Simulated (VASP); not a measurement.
Set up this calculation in VASP 6.6.1, as the native input.

* Task: single point
* Functional: PBE
* Potentials or basis: VASP PAW PBE potentials, release 64 (Y_sv, S)
* Cutoff: 520 eV
* k mesh: 4 × 4 × 4
* Occupations: fermi-dirac, width 0.1 eV
* Spin: no spin polarisation
* Dipole correction: no
* Further INCAR settings: ALGO = Normal; EDIFF = 1e-06; NBANDS = 32

The structure of YS2 lies in POSCAR:

```
YS2
1.0
    0.0000000000      3.9147170000      3.9147170000
    3.9147170000      0.0000000000      3.9147170000
    3.9147170000      3.9147170000      0.0000000000
Y S
2 4
Direct
    0.0000000000      0.0000000000      0.0000000000
    0.2500000000      0.2500000000      0.2500000000
    0.6250000000      0.6250000000      0.6250000000
    0.1250000000      0.6250000000      0.6250000000
    0.6250000000      0.1250000000      0.6250000000
    0.6250000000      0.6250000000      0.1250000000
```

The cell comes from a database or a generator and needn't be the stable form of this composition.

One way to write it, as run:

INCAR

```
  PREC = Accurate
  ENCUT = 520
  EDIFF = 1E-6
  ISMEAR = -1
  SIGMA = 0.1
  LREAL = F
  LASPH = T
  NELM = 100
  ALGO = Normal
  ISIF = 2
  LWAVE = F
  LCHARG = F
  GGA = PE
  NBANDS = 32
```

KPOINTS

```
Automatic mesh
0
Gamma
  4 4 4
```

Potentials or basis: VASP PAW PBE potentials, release 64 (Y_sv, S).

Run with:

```console
$ cat potpaw_PBE.64/Y_sv/POTCAR potpaw_PBE.64/S/POTCAR > POTCAR
$ mpirun -np 1 vasp_std > vasp.out
```

Results of the run:

```
Pressure               : -0.5 GPa
Band gap on the k mesh : none (metal or under the smearing width)
```

It took 35 s on 1 thread of Intel(R) Xeon(R) Platinum 8488C (Sapphire Rapids), with other jobs on the host, peak memory 0.27 GiB.
